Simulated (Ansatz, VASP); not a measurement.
**Two plane-wave programs on YGaF**

```
Y Ga F
1.0
     4.45860    0.00000    0.00000
    -2.22930    3.86126    0.00000
     0.00000    0.00000    3.38769
Y Ga F
1 1 1
Cartesian
  0.0000 2.5742 0.0000
  0.0000 0.0000 1.6938
  2.2293 1.2871 1.6938
```

Change from the starting cell: species swapped into the TbCuGe type (P-6m2, No. 187).

Alike in both runs: functional PBE; k mesh 12 × 12 × 14; occupations gaussian, width 0.1 eV; no spin polarisation.

Ansatz relaxed the structure, and its values are those at the end. VASP's run is a single point on that final structure, the one shown.

```csv
,VASP,Ansatz
version,VASP 6.6.1,Ansatz 0.2.0
potentials or method,"VASP PAW PBE potentials, release 64 (Y_sv, Ga_d, F)","scalar-relativistic, plane waves, PAW"
plane-wave cutoff (eV),520,420
valence electrons in the cell,31,31
```

|  | VASP | Ansatz | Ansatz less VASP |
| --- | --- | --- | --- |
| gap on the k mesh at the Fermi level (eV) | none | none | - |
| pressure (GPa) | -0.1 | 0.0 | +0.10 |

A gap of «none» marks a metal or a gap that the smearing closes.

Caveats: an odd number of electrons without spin polarisation forces a metal; a magnetic or distorted state may lie lower.
